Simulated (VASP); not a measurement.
```
AgBr
1.0
    0.00000     2.94270     2.94270
    2.94270     0.00000     2.94270
    2.94270     2.94270     0.00000
Ag Br
1 1
Direct
  0.00000   0.00000   0.00000
  0.50000   0.50000   0.50000
```

The base run (VASP): PBE GGA, plane waves, VASP's PBE PAW potentials (set 64). Run with 400 eV cut-off, 7×7×7 Γ-centred mesh, Gaussian smearing of 0.050 eV, potentials Ag Br.

One setting is varied; ΔE counts from the base run. The base run took about 7 core-seconds. The timings are rough (shared machines, no repeats); factors under 2 mean little.

Pressures at a finite cut-off, here 400 eV, hold a Pulay part, which wasn't tested here.

```csv
setting,cost over the base run,electronic steps,ΔE (meV/atom),pressure (GPa)
PREC = Low,within a factor of 2,12,-0.5,-1.06
PREC = Normal,within a factor of 2,12,-0.1,-1.04
PREC = Single,within a factor of 2,12,-0.2,-1.05
LASPH = .FALSE.,within a factor of 2,12,0.0,-1.04
base run,reference,12,0.0,-1.04
LREAL = Auto,within a factor of 2,12,-0.1,-1.09
ADDGRID = .TRUE.,within a factor of 2,12,0.0,-1.04
```

Left out are runs that failed, have no time on record or changed the cell.

The compound is AgBr in the rock salt structure. The cell was not relaxed at this level.
